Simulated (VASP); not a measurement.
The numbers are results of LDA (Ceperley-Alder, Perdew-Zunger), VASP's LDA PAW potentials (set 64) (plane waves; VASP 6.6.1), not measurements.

VASP input:

File KPOINTS:
```
kpoints
0
Gamma
  5 5 1
0 0 0
```

POSCAR:
```
NiO
1
    3.1907520000     0.0000000000     0.0000000000
    0.0000000000     3.1907520000     0.0000000000
    0.0000000000     0.0000000000    15.9041790000
Ni O
2 2
Direct
  0.5000000000   0.0000000000   0.5598640000
  0.0000000000   0.5000000000   0.4401360000
  0.0000000000   0.0000000000   0.5000000000
  0.5000000000   0.5000000000   0.5000000000
```

INCAR:
```
ALGO = Normal
EDIFF = 1E-6
ENCUT = 400
ISIF = 2
ISMEAR = -1
ISPIN = 2
LASPH = T
LCHARG = F
LMAXMIX = 4
LORBIT = 11
LREAL = F
LWAVE = F
MAGMOM = 2.0 2.0 0.0 0.0
NELM = 100
PREC = Accurate
SIGMA = 0.136
SYSTEM = NiO
```

POTCAR, in this order: Ni O (LDA.64 set). Program: vasp_std.

Output of the run:

OSZICAR:
```
       N       E                     dE             d eps       ncg     rms          rms(c)
DAV:   1     0.263354549532E+03    0.26335E+03   -0.12033E+04   528   0.107E+03
DAV:   2     0.176441799410E+02   -0.24571E+03   -0.22183E+03   648   0.296E+02
DAV:   3    -0.280567894138E+02   -0.45701E+02   -0.43942E+02   624   0.140E+02
DAV:   4    -0.296699753530E+02   -0.16132E+01   -0.15930E+01   564   0.307E+01
DAV:   5    -0.297074037516E+02   -0.37428E-01   -0.37413E-01   602   0.443E+00    0.281E+01
DAV:   6    -0.296996139951E+02    0.77898E-02   -0.61008E+01   686   0.134E+02    0.368E+01
DAV:   7    -0.231310829718E+02    0.65685E+01   -0.14700E+01   644   0.994E+01    0.119E+01
DAV:   8    -0.231652076171E+02   -0.34125E-01   -0.50693E+00   592   0.156E+01    0.546E+00
DAV:   9    -0.231283681008E+02    0.36840E-01   -0.10428E-01   668   0.449E+00    0.291E+00
DAV:  10    -0.231455548925E+02   -0.17187E-01   -0.19209E-02   648   0.246E+00    0.231E+00
DAV:  11    -0.233001201538E+02   -0.15457E+00   -0.31890E-02   706   0.258E+00    0.136E+00
DAV:  12    -0.234811901195E+02   -0.18107E+00   -0.28732E-02   670   0.131E+00    0.851E-01
DAV:  13    -0.235742685800E+02   -0.93078E-01   -0.17792E-02   598   0.124E+00    0.510E-01
DAV:  14    -0.235902594891E+02   -0.15991E-01   -0.85667E-03   634   0.860E-01    0.188E-01
DAV:  15    -0.235953755133E+02   -0.51160E-02   -0.15879E-03   668   0.474E-01    0.860E-02
DAV:  16    -0.235963885837E+02   -0.10131E-02   -0.28500E-04   684   0.174E-01    0.406E-02
DAV:  17    -0.235969063635E+02   -0.51778E-03   -0.67902E-05   694   0.763E-02    0.195E-02
DAV:  18    -0.235970545064E+02   -0.14814E-03   -0.12126E-05   642   0.298E-02    0.108E-02
DAV:  19    -0.235972943694E+02   -0.23986E-03   -0.13155E-05   554   0.292E-02    0.869E-03
DAV:  20    -0.235973685215E+02   -0.74152E-04   -0.20506E-06   452   0.112E-02    0.423E-03
DAV:  21    -0.235974065988E+02   -0.38077E-04   -0.15914E-06   434   0.630E-03    0.234E-03
DAV:  22    -0.235974122644E+02   -0.56656E-05   -0.22320E-07   400   0.445E-03    0.130E-03
DAV:  23    -0.235974182644E+02   -0.60000E-05   -0.32384E-07   392   0.262E-03    0.461E-04
DAV:  24    -0.235974201105E+02   -0.18461E-05   -0.11342E-07   406   0.136E-03    0.370E-04
DAV:  25    -0.235974212995E+02   -0.11890E-05   -0.43698E-08   388   0.809E-04    0.367E-04
DAV:  26    -0.235974218551E+02   -0.55564E-06   -0.26963E-08   384   0.710E-04
   1 F= -.23597422E+02 E0= -.23475845E+02  d E =-.243153E+00  mag=     0.0000
```

**OUTCAR**
```
------------------------ aborting loop because EDIFF is reached ----------------------------------------
  FORCE on cell =-STRESS in cart. coord.  units (eV):
  Direction    XX          YY          ZZ          XY          YZ          ZX
  --------------------------------------------------------------------------------------
  Total        5.9239364      5.9239364     -4.9711972      0.0000000      0.0000000      0.0000000
  in kB       58.6170038     58.6170038    -49.1897047      0.0000000      0.0000000      0.0000000
  external PRESSURE =      22.6814343 kB  Pullay stress =       0.0000000 kB
  volume of cell :      161.92
      direct lattice vectors                 reciprocal lattice vectors
     3.190752000  0.000000000  0.000000000     0.313405743  0.000000000  0.000000000
     0.000000000  3.190752000  0.000000000     0.000000000  0.313405743  0.000000000
     0.000000000  0.000000000 15.904179000     0.000000000  0.000000000  0.062876556
 POSITION                                       TOTAL-FORCE (eV/Angst)
 -----------------------------------------------------------------------------------
      1.59538      0.00000      8.90418        -0.000000      0.000000     -1.919872
      0.00000      1.59538      7.00000         0.000000      0.000000      1.919872
      0.00000      0.00000      7.95209         0.000000      0.000000      0.000000
      1.59538      1.59538      7.95209         0.000000      0.000000      0.000000
 -----------------------------------------------------------------------------------
    total drift:                                0.000000      0.000000     -0.000000
  FREE ENERGIE OF THE ION-ELECTRON SYSTEM (eV)
  ---------------------------------------------------
  free  energy   TOTEN  =       -23.5974218551 eV

  energy  without entropy=      -23.3542685775  energy(sigma->0) =      -23.47584522

 total charge

# of ion       s       p       d       tot
------------------------------------------
    1        0.410   0.546   8.436   9.392
    2        0.410   0.546   8.436   9.392
    3        1.613   3.404   0.000   5.017
    4        1.613   3.404   0.000   5.017
--------------------------------------------------
tot          4.046   7.900  16.871  28.817

 magnetization (x)

# of ion       s       p       d       tot
------------------------------------------
    1       -0.000  -0.000  -0.000  -0.000
    2       -0.000  -0.000  -0.000  -0.000
    3       -0.000  -0.000   0.000  -0.000
    4       -0.000  -0.000   0.000  -0.000
--------------------------------------------------
tot         -0.000  -0.000  -0.000  -0.000
```
(Selected blocks of OUTCAR.)

At this cut-off the stress carries a Pulay error, which pulls relaxed volumes low. The cell holds a wide vacuum, so values per volume refer to the whole cell. The moments were started parallel, and other spin orders were not tried in this run.

The cell is a sheet with vacuum, built from a generated structure.
